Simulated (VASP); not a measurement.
Wanted: the native input for a VASP 6.6.1 run.

```
Task                   : relaxation of cell and atoms
Functional             : LDA
Potentials or basis    : VASP PAW LDA potentials, release 64 (Hf_pv)
Cutoff                 : 350 eV
k mesh                 : 9 × 9 × 4
Occupations            : gaussian, width 0.1 eV
Spin                   : no spin polarisation
Further INCAR settings : ALGO = Normal; EDIFF = 1e-07; IBRION = 2; EDIFFG = -0.002; NSW = 80; ISIF = 3
```

The structure of Hf lies in POSCAR:

```
Hf                                      
1.0
    3.1225092354     -0.0000000000     -0.0000000000
   -1.5612546177      2.7041723230     -0.0000000000
    0.0000000000     -0.0000000000      4.9315377003
  Hf            
     2
Direct
     0.3333333300000021    0.6666666699999979    0.2500000000000000
     0.6666666699999979    0.3333333300000021    0.7500000000000000
```

These files were run (other wordings do the same):

INCAR

```
PREC = Accurate ; ENCUT = 350
EDIFF = 1E-7 ; ISMEAR = 0
SIGMA = 0.1 ; LREAL = False
LASPH = True ; NELM = 80
ALGO = Normal ; ISIF = 3
LWAVE = False ; LCHARG = False
IBRION = 2 ; NSW = 80
EDIFFG = -0.002
```

KPOINTS

```
regular mesh
0
Gamma
  9 9 4
```

Potentials or basis: VASP PAW LDA potentials, release 64 (Hf_pv).

Launch:

```sh
$ cat potpaw_LDA.64/Hf_pv/POTCAR > POTCAR
$ mpirun -np 1 vasp_std > vasp.out
```

Results of the run:

* Relaxed volume: 20.82 Å³/atom
* Relaxed cell: a = 3.122 Å, b = 3.122 Å, c = 4.931 Å, α = 90.00°, β = 90.00°, γ = 120.00°
* Space group after relaxing (to 0.05 Å): P6_3/mmc (No. 194)
* Energy gained by relaxing: 0.0 meV/atom
* Ionic steps: 3
* Pressure after relaxing: 0.0 GPa
* Band gap on the k mesh: none (metal or under the smearing width)

Run time: 14 s on 1 thread of Intel(R) Xeon(R) Platinum 8259CL CPU @ 2.50GHz (Skylake/Cascade Lake), on a shared host, peak memory 0.13 GiB.
